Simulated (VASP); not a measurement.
Method: optB86b-vdW, VASP's PBE PAW potentials (set 64) (plane waves; VASP).

VASP ran on this input.

INCAR:
```
SIGMA = 0.05   ! width (eV)
NELM = 100   ! most electronic steps
AGGAC = 0.0
LREAL = F   ! projection in real space or not
ALGO = Normal
ICHARG = 11
PARAM2 = 1.0
EDIFF = 1E-7   ! SCF stop (eV)
LCHARG = F
SYSTEM = SnO
LMAXMIX = 4   ! l cut-off of mixed one-centre charges
LUSE_VDW = T
LORBIT = 11
PREC = Accurate
LASPH = T
GGA = MK
ISMEAR = 0   ! Gaussian
PARAM1 = 0.1234
LWAVE = F
ENCUT = 520
```

KPOINTS:
```
k-points along high-symmetry lines
10
Line-mode
Reciprocal
  0.000000   0.000000   0.000000 ! GAMMA
  0.000000   0.500000   0.000000 ! X

  0.000000   0.500000   0.000000 ! X
  0.500000   0.500000   0.000000 ! M

  0.500000   0.500000   0.000000 ! M
  0.000000   0.000000   0.000000 ! GAMMA

  0.000000   0.000000   0.000000 ! GAMMA
  0.000000   0.000000   0.500000 ! Z

  0.000000   0.000000   0.500000 ! Z
  0.000000   0.500000   0.500000 ! R

  0.000000   0.500000   0.500000 ! R
  0.500000   0.500000   0.500000 ! A

  0.500000   0.500000   0.500000 ! A
  0.000000   0.000000   0.500000 ! Z

  0.000000   0.500000   0.000000 ! X
  0.000000   0.500000   0.500000 ! R

  0.500000   0.500000   0.000000 ! M
  0.500000   0.500000   0.500000 ! A
```

### POSCAR
```
SnO
1.0
  3.8361173823   0.0000000000   0.0000000000
  0.0000000000   3.8361173823   0.0000000000
  0.0000000000   0.0000000000   4.7872978532
Sn O
2 2
Cart
  1.9180586911   0.0000000000   3.6266858345
  0.0000000000   1.9180586911   1.1606120187
  1.9180586911   1.9180586911   0.0000000000
  0.0000000000   0.0000000000   0.0000000000
```

POTCAR, in this order: Sn_d O (PBE.64 set). Program: vasp_std. Read from the step before: CHGCAR.

The run wrote:

File OSZICAR:
```
       N       E                     dE             d eps       ncg     rms          rms(c)
DAV:   1     0.394384283570E+03    0.39438E+03   -0.20811E+04  4400   0.257E+03
DAV:   2     0.399169387850E+02   -0.35447E+03   -0.34876E+03  4600   0.581E+02
DAV:   3    -0.110134828146E+02   -0.50930E+02   -0.50193E+02  5344   0.187E+02
DAV:   4    -0.129663205082E+02   -0.19528E+01   -0.19387E+01  4752   0.401E+01
DAV:   5    -0.130223391342E+02   -0.56019E-01   -0.56009E-01  5872   0.688E+00
DAV:   6    -0.130240796668E+02   -0.17405E-02   -0.17405E-02  5576   0.102E+00
DAV:   7    -0.130241541957E+02   -0.74529E-04   -0.74529E-04  6408   0.169E-01
DAV:   8    -0.130241551530E+02   -0.95725E-06   -0.95790E-06  5616   0.184E-02
DAV:   9    -0.130241551902E+02   -0.37217E-07   -0.37373E-07  4080   0.282E-03
   1 F= -.13024155E+02 E0= -.13023485E+02  d E =-.133962E-02
```

### OUTCAR
```
 val. band max:        6.8624801270   @ k =   0.0556   0.0556   0.0000

 cond. band min:       6.9607195324   @ k =   0.5000   0.5000   0.0000



 k-point     1 :       0.0000    0.0000    0.0000
  band No.  band energies     occupation
      1     -14.9555      2.00000
      2     -14.5670      2.00000
      3     -14.5670      2.00000
      4     -14.5609      2.00000
      5     -14.5288      2.00000
      6     -14.5189      2.00000
      7     -14.4725      2.00000
      8     -14.4640      2.00000
      9     -14.4447      2.00000
     10     -14.4447      2.00000
     11     -13.0006      2.00000
     12     -10.4687      2.00000
     13      -0.5447      2.00000
     14       0.1777      2.00000
     15       0.8433      2.00000
     16       0.8433      2.00000
     17       3.5799      2.00000
     18       3.8738      2.00000
     19       3.8738      2.00000
     20       6.8545      1.87836
     21       9.0469      0.00000
     22      11.4309      0.00000
     23      11.4309      0.00000
     24      11.4747      0.00000

 k-point     2 :       0.0000    0.0556    0.0000
  band No.  band energies     occupation
      1     -14.9537      2.00000
      2     -14.5665      2.00000
      3     -14.5662      2.00000
      4     -14.5601      2.00000
      5     -14.5290      2.00000
      6     -14.5178      2.00000
      7     -14.4733      2.00000
      8     -14.4732      2.00000
      9     -14.4455      2.00000
     10     -14.4452      2.00000
     11     -12.9754      2.00000
     12     -10.4836      2.00000
     13      -0.5615      2.00000
     14       0.1850      2.00000
     15       0.8607      2.00000
     16       0.8633      2.00000
     17       3.5314      2.00000
     18       3.8428      2.00000
     19       3.8466      2.00000
     20       6.8594      1.84119
     21       9.1416      0.00000
     22      11.0300      0.00000
     23      11.4502      0.00000
     24      11.6886      0.00000

...
```

The density is held fixed in this step, so its total energy and stress have no physical meaning. Unless said otherwise, spin-orbit coupling is left out, though it shifts the bands of the heavy elements here.

The compound is SnO in the litharge structure. It was relaxed first.
